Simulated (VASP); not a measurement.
Here is the system:

```
CELL_PARAMETERS angstrom
      2.78471     1.60776     2.29756
     -2.78471     1.60776     2.29756
      0.00000    -3.21551     2.29756
ATOMIC_POSITIONS crystal
  Fe 0.50000 0.50000 0.50000
  O  0.00000 0.50000 0.50000
  O  0.50000 0.00000 0.50000
  O  0.50000 0.50000 0.00000
  Bi 0.00000 0.00000 0.00000
```
Starting moments (μB, in the order of the record's atoms Fe O O O Bi): 4.0 0.0 0.0 0.0 0.0.

Level of theory: LDA (Ceperley-Alder, Perdew-Zunger), VASP's LDA PAW potentials (set 64) (plane waves; VASP). Run with 400 eV cut-off, 4×4×4 Γ-centred mesh, Gaussian smearing of 0.20 eV, potentials Fe O Bi_d.

The moments were started parallel, and other spin orders were not tried in this run.

**Question.** Give the spin-up energies of bands 12 to 25 at the high-symmetry points, in eV from the Fermi level.

**Answer.** 
```
band      Γ      T     H2      L     S0      F
----  -----  -----  -----  -----  -----  -----
12    -6.06  -7.23  -7.23  -5.06  -4.92  -4.92
13    -2.94  -7.23  -7.22  -4.98  -4.89  -4.89
14    -2.94  -6.20  -6.20  -4.96  -4.61  -4.62
15    -2.90  -6.20  -6.20  -3.27  -4.59  -4.59
16    -2.83  -1.85  -1.85  -2.82  -4.53  -4.53
17    -2.83  -1.82  -1.82  -2.53  -4.29  -4.29
18    -2.83  -1.82  -1.82  -2.46  -1.80  -1.80
19    -2.70  -1.66  -1.66  -2.32  -1.21  -1.21
20    -2.65  -1.65  -1.65  -1.85  -1.20  -1.20
21    -2.65  -1.65  -1.65  -1.41  -1.00  -1.00
22    -1.85   2.06   2.06  -1.39  -0.90  -0.89
23    -1.85   2.06   2.06  -0.52   1.24   1.24
24     3.78   3.52   3.52   0.34   2.05   2.05
25     3.89   3.60   3.60   2.65   2.09   2.09
```

**Question.** Give the spin-down energies of bands 12 to 25 at the high-symmetry points, in eV from the Fermi level.

**Answer.** 
```json
[
 {"band": "12", "Γ": "-5.96", "T": "-6.98", "H2": "-6.98", "L": "-4.86", "S0": "-4.84", "F": "-4.84"},
 {"band": "13", "Γ": "-2.81", "T": "-6.98", "H2": "-6.98", "L": "-4.65", "S0": "-4.80", "F": "-4.80"},
 {"band": "14", "Γ": "-2.81", "T": "-5.42", "H2": "-5.42", "L": "-4.59", "S0": "-4.22", "F": "-4.22"},
 {"band": "15", "Γ": "-2.77", "T": "-5.42", "H2": "-5.42", "L": "-3.15", "S0": "-4.02", "F": "-4.02"},
 {"band": "16", "Γ": "-2.64", "T": "-1.71", "H2": "-1.71", "L": "-2.44", "S0": "-3.99", "F": "-3.99"},
 {"band": "17", "Γ": "-2.59", "T": "-1.69", "H2": "-1.69", "L": "-2.37", "S0": "-3.96", "F": "-3.96"},
 {"band": "18", "Γ": "-2.59", "T": "-1.69", "H2": "-1.69", "L": "-2.20", "S0": "-1.67", "F": "-1.67"},
 {"band": "19", "Γ": "-0.82", "T": "0.29", "H2": "0.29", "L": "-0.81", "S0": "0.43", "F": "0.43"},
 {"band": "20", "Γ": "-0.82", "T": "0.31", "H2": "0.30", "L": "-0.39", "S0": "0.43", "F": "0.43"},
 {"band": "21", "Γ": "-0.81", "T": "0.31", "H2": "0.30", "L": "0.20", "S0": "0.79", "F": "0.79"},
 {"band": "22", "Γ": "0.20", "T": "3.44", "H2": "3.44", "L": "0.36", "S0": "0.85", "F": "0.85"},
 {"band": "23", "Γ": "0.20", "T": "3.44", "H2": "3.44", "L": "0.37", "S0": "1.25", "F": "1.25"},
 {"band": "24", "Γ": "3.82", "T": "3.64", "H2": "3.64", "L": "1.84", "S0": "2.15", "F": "2.15"},
 {"band": "25", "Γ": "3.93", "T": "3.71", "H2": "3.71", "L": "2.68", "S0": "2.22", "F": "2.22"}
]
```

It has no gap at this level: it comes out as a metal or semimetal.

The structure comes from a measured FeBiO3 entry (R-3m) of the Crystallography Open Database, whose conditions weren't checked. The cell was not relaxed at this level. The k-mesh is coarse (spacing up to 0.40 per Å, 2π included), so the numbers may not be converged in it.
